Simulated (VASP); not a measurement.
OSZICAR of a VASP run on CdZn3S4 (ordered alloy cell):

### OSZICAR
```
       N       E                     dE             d eps       ncg     rms          rms(c)
DAV:   1     0.550122972673E+03    0.55012E+03   -0.28826E+04  3956   0.159E+03
DAV:   2     0.366804514193E+02   -0.51344E+03   -0.49962E+03  4031   0.400E+02
DAV:   3    -0.286069977701E+02   -0.65287E+02   -0.64684E+02  4395   0.142E+02
DAV:   4    -0.311308977972E+02   -0.25239E+01   -0.25158E+01  4765   0.283E+01
DAV:   5    -0.311728379535E+02   -0.41940E-01   -0.41906E-01  4677   0.381E+00    0.152E+01
DAV:   6    -0.293663276623E+02    0.18065E+01   -0.40076E+00  5422   0.439E+01    0.113E+01
DAV:   7    -0.295182842563E+02   -0.15196E+00   -0.52850E+00  4498   0.109E+01    0.519E+00
DAV:   8    -0.294263507707E+02    0.91933E-01   -0.50787E-01  4908   0.670E+00    0.155E+00
DAV:   9    -0.294267900057E+02   -0.43923E-03   -0.72890E-02  4957   0.251E+00    0.292E-01
DAV:  10    -0.294270815009E+02   -0.29150E-03   -0.28799E-03  5006   0.863E-01    0.200E-01
DAV:  11    -0.294272717205E+02   -0.19022E-03   -0.54223E-04  4645   0.522E-01    0.970E-02
DAV:  12    -0.294273312503E+02   -0.59530E-04   -0.18274E-04  4378   0.215E-01    0.138E-02
DAV:  13    -0.294273348294E+02   -0.35791E-05   -0.28905E-05  5405   0.502E-02    0.955E-03
DAV:  14    -0.294273368272E+02   -0.19977E-05   -0.97629E-06  4345   0.362E-02    0.575E-03
DAV:  15    -0.294273369306E+02   -0.10342E-06   -0.12134E-06  4285   0.390E-02    0.243E-03
DAV:  16    -0.294273371690E+02   -0.23839E-06   -0.57575E-07  3860   0.539E-03    0.133E-03
DAV:  17    -0.294273371877E+02   -0.18757E-07   -0.15480E-07  3088   0.118E-02
   1 F= -.29427337E+02 E0= -.29427337E+02  d E =0.000000E+00
```

Q: Which electronic solver shows in the log?

A: It is blocked Davidson (ALGO = Normal, or the opening steps of other solvers). The INCAR had ALGO = Normal.

Q: Can the final energy be trusted as converged?

A: The run converged. It stopped with EDIFF = 1E-7, NELM = 100 (PBEsol GGA, plane waves, VASP's PBE PAW potentials (set 64)).

The structure was generated: CdZn3S4 was put into an ordered model structure (Pm), which need not be its known phase. It was relaxed first.
